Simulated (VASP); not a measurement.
Input of a VASP 6.6.1 run:

The input POSCAR:

```
YNb
1.0
    3.6114100000      0.0000000000      0.0000000000
    0.0000000000      3.6114100000      0.0000000000
    0.0000000000      0.0000000000      3.6114100000
Y Nb
1 1
Direct
    0.0000000000      0.0000000000      0.0000000000
    0.5000000000      0.5000000000      0.5000000000
```

INCAR.step1

```
PREC = Accurate ; ENCUT = 520
EDIFF = 1E-6 ; ISMEAR = -1
SIGMA = 0.05 ; LREAL = False
LASPH = True ; NELM = 100
ALGO = Normal ; ISIF = 2
LWAVE = False ; LCHARG = True
LMAXMIX = 4
```

KPOINTS.step1

```
regular mesh
0
Gamma
  7 7 7
```

File INCAR.step2:

```
PREC = Accurate ; ENCUT = 520
EDIFF = 1E-6 ; ISMEAR = 0
SIGMA = 0.05 ; LREAL = False
LASPH = True ; NELM = 100
ALGO = Normal ; ISIF = 2
LWAVE = False ; LCHARG = False
LMAXMIX = 4 ; ICHARG = 11
```

File KPOINTS.step2:

```
path GXMGRX,MR
10
line-mode
reciprocal
 0.0000000000  0.0000000000  0.0000000000  G
 0.0000000000  0.5000000000  0.0000000000  X

 0.0000000000  0.5000000000  0.0000000000  X
 0.5000000000  0.5000000000  0.0000000000  M

 0.5000000000  0.5000000000  0.0000000000  M
 0.0000000000  0.0000000000  0.0000000000  G

 0.0000000000  0.0000000000  0.0000000000  G
 0.5000000000  0.5000000000  0.5000000000  R

 0.5000000000  0.5000000000  0.5000000000  R
 0.0000000000  0.5000000000  0.0000000000  X

 0.5000000000  0.5000000000  0.0000000000  M
 0.5000000000  0.5000000000  0.5000000000  R
```

Potentials or basis: VASP PAW LDA potentials, release 64 (Y_sv, Nb_sv).

The run is started by

```console
$ cat potpaw_LDA.64/Y_sv/POTCAR potpaw_LDA.64/Nb_sv/POTCAR > POTCAR
$ cp INCAR.step1 INCAR
$ cp KPOINTS.step1 KPOINTS
$ mpirun -np 1 vasp_std > vasp.out
$ cp INCAR.step2 INCAR
$ cp KPOINTS.step2 KPOINTS
$ mpirun -np 1 vasp_std > vasp.out
```

**Question.** What does it give for the band gap along the path?

**Answer.** None (metal or under the smearing width).

Levels at the corners of the path, in eV from the Fermi level:
```csv
point,band 10,band 11,band 12,band 13,band 14,band 15
Γ,-2.42,-2.42,0.86,0.86,0.86,3.80
X,-1.92,-0.88,0.68,0.68,0.76,1.65
X,-1.92,-0.88,0.68,0.68,0.76,1.65
M,-2.53,-0.68,-0.68,1.90,1.90,2.70
M,-2.53,-0.68,-0.68,1.90,1.90,2.70
Γ,-2.42,-2.42,0.86,0.86,0.86,3.80
Γ,-2.42,-2.42,0.86,0.86,0.86,3.80
R,-0.62,-0.62,-0.13,-0.13,-0.13,2.79
R,-0.62,-0.62,-0.13,-0.13,-0.13,2.79
X,-1.92,-0.88,0.68,0.68,0.76,1.65
M,-2.53,-0.68,-0.68,1.90,1.90,2.70
R,-0.62,-0.62,-0.13,-0.13,-0.13,2.79
```

Caveat: the log is that of the step along the path at fixed density, whose energy, stress, charges and moments have no meaning.
